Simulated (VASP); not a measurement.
**SnSe2: the relaxed cell at several levels**

Which functional gives the lattice of SnSe2 as experiment finds it, and is a dearer one worth its cost? The levels: LDA, PBEsol, PBE, r2SCAN, PBE + D3(BJ), r2SCAN + rVV10, AM05 and vdW-DF-cx. LASPH is on for some levels and off for others; the table marks which. The start is a cell from a database of measured crystal structures.

Program: VASP 6.6.1. Level of theory: LDA; plane waves and PAW (Sn_d, Se), in the first sound run; inputs show where later runs differ. Results are calculated unless marked as measured.

The experiments to compare with:

“Metallic conduction induced by direct anion site doping in layered SnSe2” (2016, pmc:4726434) reports for SnSe2, hexagonal layered, by powder X-ray diffraction (undoped polycrystalline, melt reaction and annealing): lattice constant a (a, undoped sample A) 3.81043 ± 0.00035 Å; lattice constant c (c, undoped sample A) 6.13279 ± 0.00037 Å.

Report form: the programs' logs are mostly left out.

## 1. Set-up

Before any relaxation, the start is as follows. The structure is trigonal, space group P-3m1 (No. 164). Conventional cell: a = 3.811 Å, b = 3.811 Å, c = 6.136 Å, α = 90.00°, β = 90.00°, γ = 120.00°. Nearest to Sn lie 6 Se at 2.68 Å. Se has 3 Sn at 2.68 Å nearest. Farther neighbours and most contacts between anions are not listed.

As a file:

```xyz
3
Lattice="3.8110 0.0000 0.0000 -1.9055 3.3004 0.0000 0.0000 0.0000 6.1360" Properties=species:S:1:pos:R:3 pbc="T T T"
Sn    0.0000    0.0000    0.0000
Se    0.0000    2.2003    1.5279
Se    1.9055    1.1001    4.6081
```

## 2. Relaxation with LDA

Properties are meant for the cell that this level of theory prefers, so cell and atoms are relaxed first (ISIF = 3) until forces and stress are small; EDIFFG sets the threshold. LDA, the lowest rung, knows the local density alone.

Contents of INCAR:

```
SYSTEM = SnSe2
PREC = Accurate
ENCUT = 520
EDIFF = 1E-06
NELM = 100
ISMEAR = -1
SIGMA = 0.05
LREAL = .FALSE.
ALGO = Normal
GGA = CA
NBANDS = 19
LORBIT = 11
LWAVE = .FALSE.
LCHARG = .FALSE.
KPAR = 4
IBRION = 2
NSW = 60
ISIF = 3
EDIFFG = -0.01
```

Contents of POSCAR:

```
SnSe2
1.0
    3.8110000000      0.0000000000      0.0000000000
   -1.9055000000      3.3004228138      0.0000000000
    0.0000000000      0.0000000000      6.1360000000
Sn Se
1 2
Direct
    0.0000000000      0.0000000000      0.0000000000
    0.3333333333      0.6666666667      0.2490000000
    0.6666666667      0.3333333333      0.7510000000
```

Contents of KPOINTS:

```
Automatic mesh
0
Gamma
6 6 3
0 0 0
```

PAW data sets: Sn_d and Se (PBE family, release 64).

Started as:

```console
mpirun -np 4 vasp_std
```

Wall time 98 s (4 MPI ranks of AMD EPYC 7R43, shared host); peak memory 0.66 GiB.

The gap is read on the k-mesh alone, so it is an upper bound where the band edges lie off the mesh. The bonds form layers, held to each other by dispersion, which LDA lacks; its overbinding stands in for it by accident. The PAW data sets were made with PBE, though LDA sets exist; this is a small mismatch. The run keeps the 12 symmetry operations of its start, so it cannot find a distortion of lower symmetry.

Relaxation path:

| step | energy less that of the first step (eV) | largest force (eV/Å) | pressure (GPa) | volume (Å³) |
| --- | --- | --- | --- | --- |
| 1 | 0.0000 | 0.4944 | 1.19 | 77.18 |
| 2 | -0.0107 | 0.0590 | -1.56 | 79.32 |
| 3 | -0.0148 | 0.1255 | -0.66 | 78.57 |
| 4 | -0.0199 | 0.0824 | -0.33 | 77.78 |
| 5 | -0.0208 | 0.0516 | -0.05 | 77.24 |
| 6 | -0.0208 | 0.0548 | -0.09 | 77.29 |
| 7 | -0.0221 | 0.0708 | 0.02 | 76.99 |
| 8 | -0.0248 | 0.1205 | 0.39 | 76.09 |
| 9 | -0.0236 | 0.2162 | 1.23 | 74.29 |
| 10 | -0.0254 | 0.1620 | 0.72 | 75.38 |
| 11 | -0.0258 | 0.1538 | 0.68 | 75.36 |
| 12 | -0.0270 | 0.1294 | 0.54 | 75.29 |
| 13 | -0.0285 | 0.0819 | 0.30 | 75.15 |
| 14 | -0.0285 | 0.0106 | -0.17 | 74.87 |
| 15 | -0.0290 | 0.0332 | 0.04 | 75.00 |
| 16 | -0.0291 | 0.0277 | 0.02 | 75.03 |
| 17 | -0.0292 | 0.0107 | -0.04 | 75.09 |
| 18 | -0.0292 | 0.0045 | -0.04 | 75.11 |

| conventional cell, symmetrised | before | after | change |
| --- | --- | --- | --- |
| a (Å) | 3.811 | 3.804 | -0.2 % |
| b (Å) | 3.811 | 3.804 | -0.2 % |
| c (Å) | 6.136 | 5.992 | -2.3 % |
| volume (Å³/atom) | 25.73 | 25.04 | -2.7 % |

The atoms that moved most (Å, as changes of fractional coordinates times the final cell):

| atom | dx | dy | dz | length |
| --- | --- | --- | --- | --- |
| Se2 | 0.000 | 0.000 | 0.084 | 0.084 |
| Se3 | 0.000 | 0.000 | -0.084 | 0.084 |

The relaxed structure:

```xyz
3
Lattice="3.8045 0.0000 0.0000 -1.9022 3.2948 0.0000 0.0000 0.0000 5.9919" Properties=species:S:1:pos:R:3 pbc="T T T"
Sn    0.0000    0.0000    0.0000
Se    0.0000    2.1965    1.5756
Se    1.9022    1.0983    4.4163
```

A gap read on the k-mesh alone can miss the band edges.

Numbers from this step:

| Property | Result |
| --- | --- |
| electrons | 26 |
| bands | 19 |
| irreducible k-points | 17 |
| symmetry operations | 12 |
| free energy (TOTEN) | -13.83 eV |
| energy at zero smearing | -13.83 eV |
| Fermi energy | 4.533 eV |
| pressure | -0.04498 GPa |
| metallic | no |
| valence top at k | 0.1667, 0, 0 |
| conduction bottom at k | 0.5, 0, 0.3333 |
| least direct gap at k | 0, 0, 0 |
| SCF cycles over all ionic steps | 114 |
| gap on the k-mesh | 0.4620 eV |
| least direct gap on the k-mesh | 0.7771 eV |

It ends with a largest force of 0.004 eV/Å and a pressure of -0.04 GPa. The volume lies -2.7 % from that of the database's start, which holds the thermal and zero-point expansion of its experiment. The conventional cell has a = 3.804 and c = 5.992 Å.

## 3. Relaxation with PBEsol

This step: PBEsol; plane waves and PAW (Sn_d, Se) (VASP 6.6.1).

PBEsol restores the gradient expansion of exchange and is tuned for the cells of solids.

Changes to INCAR since step 2:

```diff
@@ -9,3 +9,3 @@
 ALGO = Normal
-GGA = CA
+GGA = PS
 NBANDS = 19
```

POSCAR is that of step 2.

KPOINTS is that of step 2.

Started as:

```console
mpirun -np 4 vasp_std
```

Wall time 57 s (4 MPI ranks); peak memory 0.73 GiB; 3.7 min of CPU time.

The bonds form layers, held to each other by dispersion, which PBEsol lacks, so the spacing between them is unreliable. The PAW data sets were made with PBE, which is usual practice but a small mismatch for other functionals.

Step by step:

| step | energy less that of the first step (eV) | largest force (eV/Å) | pressure (GPa) | volume (Å³) |
| --- | --- | --- | --- | --- |
| 1 | 0.0000 | 0.5917 | 2.70 | 77.18 |
| 2 | -0.0120 | 0.3039 | -2.36 | 82.12 |
| 3 | -0.0331 | 0.0727 | -0.30 | 79.86 |
| 4 | -0.0331 | 0.0820 | -0.23 | 79.81 |
| 5 | -0.0356 | 0.0407 | -0.11 | 79.47 |
| 6 | -0.0362 | 0.0116 | 0.00 | 79.24 |
| 7 | -0.0362 | 0.0098 | 0.02 | 79.22 |

| conventional cell, symmetrised | before | after | change |
| --- | --- | --- | --- |
| a (Å) | 3.811 | 3.819 | +0.2 % |
| b (Å) | 3.811 | 3.819 | +0.2 % |
| c (Å) | 6.136 | 6.272 | +2.2 % |
| volume (Å³/atom) | 25.73 | 26.41 | +2.7 % |

The atoms that moved most (Å, as changes of fractional coordinates times the final cell):

| atom | dx | dy | dz | length |
| --- | --- | --- | --- | --- |
| Se2 | 0.000 | 0.000 | 0.023 | 0.023 |
| Se3 | 0.000 | 0.000 | -0.023 | 0.023 |

Final coordinates:

```
Sn Se
1.0
     3.81904    0.00000    0.00000
    -1.90952    3.30739    0.00000
     0.00000    0.00000    6.27219
Sn Se
1 2
Direct
  0.00000 0.00000 0.00000
  0.33333 0.66667 0.25265
  0.66667 0.33333 0.74735
```

Numbers from this step:

* free energy (TOTEN): -12.96 eV
* energy at zero smearing: -12.96 eV
* Fermi energy: 4.078 eV
* pressure: 0.01587 GPa
* SCF cycles over all ionic steps: 50
* gap on the k-mesh: 0.6094 eV
* least direct gap on the k-mesh: 1.104 eV

It ends at 26.41 Å³/atom, +2.7 % from the start, with 0.02 GPa left. The conventional cell has a = 3.819 and c = 6.272 Å.

## 4. Relaxation with PBE

This step: PBE; plane waves and PAW (Sn_d, Se) (VASP 6.6.1).

PBE, the usual starting point, adds the gradient of the density.

Changes to INCAR since step 3:

```diff
@@ -9,3 +9,3 @@
 ALGO = Normal
-GGA = PS
+GGA = PE
 NBANDS = 19
```

POSCAR is that of step 3.

KPOINTS is that of step 3.

Started as:

```console
mpirun -np 4 vasp_std
```

Wall time 2 min (4 MPI ranks); peak memory 0.74 GiB.

The bonds form layers, held to each other by dispersion, which PBE lacks, so the spacing between them is unreliable. After so large a change of volume the plane waves of the start cell no longer fit, so the final stress carries a basis-set error.

The steps of the relaxation:

| step | energy less that of the first step (eV) | largest force (eV/Å) | pressure (GPa) | volume (Å³) |
| --- | --- | --- | --- | --- |
| 1 | 0.0000 | 0.7769 | 5.69 | 77.18 |
| 2 | -0.0422 | 0.6531 | -3.29 | 87.83 |
| 3 | -0.1094 | 0.0928 | 0.02 | 82.82 |
| 4 | -0.1094 | 0.0781 | 0.15 | 82.71 |
| 5 | -0.1111 | 0.0846 | 0.12 | 82.87 |
| 6 | -0.1150 | 0.1043 | 0.14 | 83.37 |
| 7 | -0.1184 | 0.1441 | 0.22 | 84.32 |
| 8 | -0.1199 | 0.1318 | 0.20 | 84.63 |
| 9 | -0.1237 | 0.0960 | 0.10 | 85.56 |
| 10 | -0.1277 | 0.0234 | -0.05 | 87.44 |
| 11 | -0.1281 | 0.0050 | -0.10 | 88.20 |
| 12 | -0.1290 | 0.0196 | 0.02 | 88.52 |
| 13 | -0.1297 | 0.0527 | 0.29 | 89.20 |
| 14 | -0.1302 | 0.0216 | 0.17 | 89.72 |
| 15 | -0.1304 | 0.0168 | 0.03 | 90.37 |
| 16 | -0.1305 | 0.0161 | 0.00 | 90.46 |
| 17 | -0.1305 | 0.0146 | -0.04 | 90.64 |
| 18 | -0.1305 | 0.0140 | -0.06 | 90.67 |
| 19 | -0.1305 | 0.0017 | 0.00 | 90.66 |

| cell as run | before | after | change |
| --- | --- | --- | --- |
| a (Å) | 3.811 | 3.877 | +1.7 % |
| b (Å) | 3.811 | 3.877 | +1.7 % |
| c (Å) | 6.136 | 6.963 | +13.5 % |
| volume (Å³/atom) | 25.73 | 30.22 | +17.5 % |

The atoms that moved most (Å, as changes of fractional coordinates times the final cell):

| atom | dx | dy | dz | length |
| --- | --- | --- | --- | --- |
| Se2 | 0.000 | 0.000 | -0.141 | 0.141 |
| Se3 | 0.000 | 0.000 | 0.141 | 0.141 |

The relaxed structure:

```xyz
3
Lattice="3.8775 0.0000 0.0000 -1.9387 3.3580 0.0000 0.0000 0.0000 6.9629" Properties=species:S:1:pos:R:3 pbc="T T T"
Sn    0.0000    0.0000    0.0000
Se    0.0000    2.2387    1.5929
Se    1.9387    1.1193    5.3700
```

It ends at 30.22 Å³/atom, +17.5 % from the start, with 0.00 GPa left. The conventional cell has a = 3.877 and c = 6.963 Å. That is far more than a functional's usual error.

## 5. Relaxation with r2SCAN

This step: r2SCAN; plane waves and PAW (Sn_d, Se) (VASP 6.6.1).

r2SCAN adds the kinetic-energy density, costs more than a GGA and is run with LASPH.

Changes to INCAR since step 4:

```diff
@@ -9,3 +9,4 @@
 ALGO = Normal
-GGA = PE
+METAGGA = R2SCAN
+LASPH = .TRUE.
 NBANDS = 19
```

POSCAR is that of step 4.

KPOINTS is that of step 4.

Started as:

```console
mpirun -np 4 vasp_std
```

Elapsed: 5.3 min, on 4 MPI ranks; peak memory 0.74 GiB.

The bonds form layers, held to each other by dispersion, which r2SCAN holds only at short range, so the spacing between them may come out too wide.

The steps of the relaxation:

| step | energy less that of the first step (eV) | largest force (eV/Å) | pressure (GPa) | volume (Å³) |
| --- | --- | --- | --- | --- |
| 1 | 0.0000 | 0.5091 | 3.68 | 77.18 |
| 2 | -0.0070 | 0.5339 | -2.83 | 83.97 |
| 3 | -0.0449 | 0.0661 | -0.02 | 80.59 |
| 4 | -0.0449 | 0.0555 | 0.05 | 80.52 |
| 5 | -0.0465 | 0.0722 | 0.08 | 80.60 |
| 6 | -0.0484 | 0.1187 | 0.20 | 80.79 |
| 7 | -0.0498 | 0.1108 | 0.14 | 81.10 |
| 8 | -0.0526 | 0.0871 | -0.01 | 82.02 |
| 9 | -0.0547 | 0.0410 | -0.27 | 83.86 |
| 10 | -0.0537 | 0.1073 | 0.53 | 83.43 |
| 11 | -0.0551 | 0.0074 | 0.00 | 83.72 |
| 12 | -0.0551 | 0.0063 | 0.00 | 83.72 |

| conventional cell, symmetrised | before | after | change |
| --- | --- | --- | --- |
| a (Å) | 3.811 | 3.845 | +0.9 % |
| b (Å) | 3.811 | 3.845 | +0.9 % |
| c (Å) | 6.136 | 6.538 | +6.5 % |
| volume (Å³/atom) | 25.73 | 27.91 | +8.5 % |

The atoms that moved most (Å, as changes of fractional coordinates times the final cell):

| atom | dx | dy | dz | length |
| --- | --- | --- | --- | --- |
| Se2 | 0.000 | 0.000 | -0.056 | 0.056 |
| Se3 | 0.000 | 0.000 | 0.056 | 0.056 |

Final coordinates:

```xyz
3
Lattice="3.8455 0.0000 0.0000 -1.9227 3.3303 0.0000 0.0000 0.0000 6.5375" Properties=species:S:1:pos:R:3 pbc="T T T"
Sn    0.0000    0.0000    0.0000
Se    0.0000    2.2202    1.5716
Se    1.9227    1.1101    4.9659
```

It ends at 27.91 Å³/atom, +8.5 % from the start, with 0.00 GPa left. The conventional cell has a = 3.845 and c = 6.538 Å.

## 6. Relaxation with PBE + D3(BJ)

This step: PBE with D3(BJ); plane waves and PAW (Sn_d, Se) (VASP 6.6.1).

A dispersion term adds the long-range attraction that semilocal functionals lack. D3 with Becke-Johnson damping keeps a finite attraction at short range.

Changes to INCAR since step 5:

```diff
@@ -9,4 +9,4 @@
 ALGO = Normal
-METAGGA = R2SCAN
-LASPH = .TRUE.
+GGA = PE
+IVDW = 12
 NBANDS = 19
```

POSCAR is that of step 5.

KPOINTS is that of step 5.

Started as:

```console
mpirun -np 4 vasp_std
```

It took 69 s on 4 MPI ranks; peak memory 0.72 GiB; 4.5 min of CPU time.

It ends at 25.87 Å³/atom, +0.6 % from the start, with 0.02 GPa left. The conventional cell has a = 3.839 and c = 6.081 Å. Against plain PBE, the dispersion term moves a by -1.0 % and c by -12.7 %.

## 7. Relaxation with r2SCAN + rVV10

This step: r2SCAN with rVV10; plane waves and PAW (Sn_d, Se) (VASP 6.6.1).

LUSE_VDW switches on a nonlocal correlation term for dispersion.

Changes to INCAR since step 6:

```diff
@@ -9,4 +9,8 @@
 ALGO = Normal
-GGA = PE
-IVDW = 12
+METAGGA = R2SCAN
+LUSE_VDW = .TRUE.
+IVDW_NL = 2
+BPARAM = 11.95
+CPARAM = 0.0093
+LASPH = .TRUE.
 NBANDS = 19
```

POSCAR is that of step 6.

KPOINTS is that of step 6.

Started as:

```console
mpirun -np 4 vasp_std
```

Wall time 6.2 min (4 MPI ranks); peak memory 1.3 GiB; 25 min of CPU time.

It ends at 26.50 Å³/atom, +3.0 % from the start, with 0.03 GPa left. The conventional cell has a = 3.831 and c = 6.257 Å. Against plain r2SCAN, the dispersion term moves a by -0.4 % and c by -4.3 %.

## 8. Relaxation with AM05

This step: AM05; plane waves and PAW (Sn_d, Se) (VASP 6.6.1).

AM05 is built from the electron gas and the surface model, and does well on lattice constants.

Changes to INCAR since step 7:

```diff
@@ -9,8 +9,3 @@
 ALGO = Normal
-METAGGA = R2SCAN
-LUSE_VDW = .TRUE.
-IVDW_NL = 2
-BPARAM = 11.95
-CPARAM = 0.0093
-LASPH = .TRUE.
+GGA = AM
 NBANDS = 19
```

POSCAR is that of step 7.

KPOINTS is that of step 7.

Started as:

```console
mpirun -np 4 vasp_std
```

Wall time 3.9 min (4 MPI ranks); peak memory 0.76 GiB; 16 min of CPU time.

The bonds form layers, held to each other by dispersion, which AM05 lacks, so the spacing between them is unreliable.

It ends at 30.82 Å³/atom, +19.8 % from the start, with -0.02 GPa left. The conventional cell has a = 3.820 and c = 7.314 Å. That is far more than a functional's usual error.

## 9. Relaxation with vdW-DF-cx

This step: vdW-DF-cx; plane waves and PAW (Sn_d, Se) (VASP 6.6.1).

vdW-DF-cx takes its exchange from the same plasmon model as its correlation.

Changes to INCAR since step 8:

```diff
@@ -9,3 +9,6 @@
 ALGO = Normal
-GGA = AM
+GGA = CX
+AGGAC = 0
+LUSE_VDW = .TRUE.
+LASPH = .TRUE.
 NBANDS = 19
```

POSCAR is that of step 8.

KPOINTS is that of step 8.

Started as:

```console
mpirun -np 4 vasp_std
```

It took 10 min on 4 MPI ranks; peak memory 1.6 GiB.

It ends at 26.01 Å³/atom, +1.1 % from the start, with 0.04 GPa left. The conventional cell has a = 3.834 and c = 6.130 Å.

## 10. The cells as a table

This step: relaxed cells at several levels; plane waves and PAW (VASP 6.6.1).

This step runs nothing: it gathers the runs above.

Lengths are those of the conventional cell; cost is the wall time of each run, as given at its step, times its ranks, without the set-up around it; LASPH differs between rows, which moves results and costs too. Results by level, by row:

| level | volume (Å³/atom) | change from the start (%) | a (Å) | c (Å) | cost (core minutes) | LASPH |
| --- | --- | --- | --- | --- | --- | --- |
| LDA | 25.04 | -2.7 | 3.804 | 5.992 | 6.53 | off |
| PBEsol | 26.41 | 2.7 | 3.819 | 6.272 | 3.8 | off |
| PBE | 30.22 | 17.5 | 3.877 | 6.963 | 8.07 | off |
| r2SCAN | 27.91 | 8.5 | 3.845 | 6.538 | 21.1 | on |
| PBE + D3(BJ) | 25.87 | 0.6 | 3.839 | 6.081 | 4.6 | off |
| r2SCAN + rVV10 | 26.5 | 3 | 3.831 | 6.257 | 24.8 | on |
| AM05 | 30.82 | 19.8 | 3.82 | 7.314 | 15.7 | off |
| vdW-DF-cx | 26.01 | 1.1 | 3.834 | 6.13 | 40.4 | on |

## 11. Summary of results

```json
{
  "volume, LDA": "25.04 Å³/atom",
  "volume, PBEsol": "26.41 Å³/atom",
  "volume, PBE": "30.22 Å³/atom",
  "volume, r2SCAN": "27.91 Å³/atom",
  "volume, PBE + D3(BJ)": "25.87 Å³/atom",
  "volume, r2SCAN + rVV10": "26.50 Å³/atom",
  "volume, AM05": "30.82 Å³/atom",
  "volume, vdW-DF-cx": "26.01 Å³/atom"
}
```

For SnSe2 the levels give volumes between 25.04 Å³/atom (LDA) and 30.82 Å³/atom (AM05), a spread of 23.1 %, while the cost of the finished runs spans a factor of 11. Within 1 % of experiment on every length: PBE + D3(BJ) and vdW-DF-cx. The nearest, vdW-DF-cx, took 8.8 times the core time of PBE + D3(BJ) and lowers the largest miss from 0.85 to 0.62 %. Thermal and zero-point expansion, often some tenths of a per cent in length, bear on this order: with the measured lengths lowered by an assumed 0.4 % the nearest is still vdW-DF-cx. The costs hold the number of ionic steps as well as the price of the functional. The closing table has room for seven levels; r2SCAN + rVV10 stands in the table of levels alone. Adding D3(BJ) to PBE changes the volume by -14.4 % (a by -1.0 % and c by -12.7 %). Adding rVV10 to r2SCAN changes the volume by -5.0 % (a by -0.4 % and c by -4.3 %). The bonds form layers, and the correction acts mostly on one axis: the spacing that dispersion holds. Within 0.02 Å all end in space group P-3m1; the runs can't lower the symmetry of the start. LASPH is on for some levels and off for others, so differences between them are not the functional's alone. Each is a single relaxation on the plane waves of the start cell, so larger changes of volume carry a basis-set error that was not tested here.

Comparison with the measured values:

```
              quantity  measured             LDA          PBEsol              PBE          r2SCAN    PBE + D3(BJ)             AM05       vdW-DF-cx
lattice constant a (Å)   3.81043  3.804 (-0.2 %)  3.819 (+0.2 %)   3.877 (+1.8 %)  3.845 (+0.9 %)  3.839 (+0.8 %)   3.820 (+0.3 %)  3.834 (+0.6 %)
lattice constant c (Å)   6.13279  5.992 (-2.3 %)  6.272 (+2.3 %)  6.963 (+13.5 %)  6.538 (+6.6 %)  6.081 (-0.8 %)  7.314 (+19.3 %)  6.130 (-0.1 %)
```

Measured values from pmc:4726434 (2016).

How well it matches: For the lattice constant a, of the levels listed nearest comes LDA (-0.2 %, good agreement) and farthest PBE (+1.8 %, a clear miss). For the lattice constant c, of the levels listed nearest comes vdW-DF-cx (-0.1 %, good agreement) and farthest AM05 (+19.3 %, a clear miss). The grades are ours: good and fair within 0.7 and 1.5 % for the lattice constant a and 0.8 and 2 % for the lattice constant c. Zero-point motion and thermal expansion are not in the computed lattice constants.

[Lines on the potential files, build, host, timing and source positions are cut from VASP's logs without a mark.]

[Logs are printed without paths, hosts, clocks, repeated set-up lines and the standing remarks that a program may print on its own settings, such as how far it seeks lower states.]

[Hosts, paths, dates, database ids (printed as entryN), source tags and the programs' standing remarks are cut or masked in the printed files.]

[A measured line is paired with the nearest computed mode of its activity, which favours agreement.]
